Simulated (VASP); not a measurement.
Energy against volume of InSb (zinc blende). Method: optB86b-vdW, VASP's PBE PAW potentials (set 64) (plane waves; VASP 6.6.1). Numerical set-up: 520 eV cut-off, 10×10×10 Γ-centred mesh, first-order Methfessel-Paxton smearing of 0.10 eV, potentials In_d Sb.

```
V (Å³/atom)  E (eV/atom)
-----------  -----------
33.385          -0.92600
34.451          -0.94014
35.516          -0.94474
36.581          -0.94131
```

Fit these four points and predict the energy of the run at 37.647 Å³/atom.

A cubic in V^(−2/3), the third-order Birch-Murnaghan form, passes through the four points with V0 = 35.56 Å³/atom and B0 = 40 GPa, and gives -0.9311 eV/atom there. The run gave -0.9312 eV/atom, -0.1 meV/atom from the fit; all five points give B0 = 40 GPa.

The compound is InSb in the zinc blende structure. It was relaxed first.
